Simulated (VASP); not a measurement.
An input for Quantum ESPRESSO's pw.x (written as the equivalent of a VASP run, and not itself run):

```
&CONTROL
  calculation = 'scf'
  pseudo_dir = './pseudo'
  outdir = './out'
  tprnfor = .true.
  tstress = .true.
/
&SYSTEM
  ibrav = 0
  nat = 2
  ntyp = 2
  ecutwfc = 84
  occupations = 'smearing'
  smearing = 'methfessel-paxton'
  degauss = 0.00735
  input_dft = 'pbe'
/
&ELECTRONS
  conv_thr = 7.3e-08
  electron_maxstep = 100
/
ATOMIC_SPECIES
  Ti 47.867 Ti.upf
  Al 26.982 Al.upf
CELL_PARAMETERS angstrom
     2.8300000    0.0000000    0.0000000
     0.0000000    2.8300000    0.0000000
     0.0000000    0.0000000    4.0700000
ATOMIC_POSITIONS crystal
  Ti   0.0000000  0.0000000  0.0000000
  Al   0.5000000  0.5000000  0.5000000
K_POINTS automatic
  12 12 8 0 0 0
```

**Question.** Translate this input to VASP (INCAR, KPOINTS, POSCAR, choice of POTCAR).

**Answer.** Several could match; the one computed here: 
**POSCAR**
```
TiAl
1.0
  2.8300000000   0.0000000000   0.0000000000
  0.0000000000   2.8300000000   0.0000000000
  0.0000000000   0.0000000000   4.0700000000
Ti Al
1 1
Cartesian
  0.0000000000   0.0000000000   0.0000000000
  1.4150000000   1.4150000000   2.0350000000
```

### KPOINTS
```
kpoints
0
G
 12 12 8
0 0 0
```

**INCAR**
```
SYSTEM  =  TiAl
PREC  =  Accurate; ENCUT  =  400; LREAL  =  F
LASPH  =  T
EDIFF  =  1E-6; NELM  =  100; ALGO  =  Normal
LMAXMIX  =  4
ISMEAR  =  1; SIGMA  =  0.1
GGA  =  PE
ISIF  =  2
LWAVE  =  F; LCHARG  =  F
```

POTCAR, in this order: Ti_sv Al (PBE.64 set). Program: vasp_std.

The two are equivalent in intent, not identical: the potentials are each code's own (VASP's PAW set, PseudoDojo norm-conserving files in pw.x), so ENCUT and ecutwfc are chosen apart and not converted; conv_thr bounds pw.x's estimated SCF error, while EDIFF bounds the energy change between steps.

The compound is TiAl in the L1_0 structure. The cell was not relaxed at this level.
